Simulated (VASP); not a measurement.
Consider the following.

```
CELL_PARAMETERS angstrom
      0.00000     3.39694     3.27833
      3.38823     0.00000     3.27833
      3.38823     3.39694     0.00000
ATOMIC_POSITIONS crystal
  Sr 0.00000 0.00000 0.00000
  Te 0.49602 0.50398 0.50398
```

Computed with PBE GGA, VASP's PBE PAW potentials (set 64) (plane waves; VASP). Numerical set-up: 150 eV cut-off, 6×6×6 Γ-centred mesh, Gaussian smearing of 0.050 eV, potentials Sr_sv Te.

At this cut-off the stress carries a Pulay error, which pulls relaxed volumes low.

### Question
Estimate the energy per atom (σ→0), pressure, largest force.

### Answer

- energy per atom (σ→0) = -4249 meV/atom
- pressure = -3.73 GPa
- largest force = 0.060 eV/Å

Only differences to runs with the same potentials and settings are physical.

The compound is SrTe in the rock salt structure. The cell was not relaxed at this level, atoms are displaced from their ideal sites. The run is one of a series of settings (ENCUT = 150 against the base run), some of them coarse on purpose.
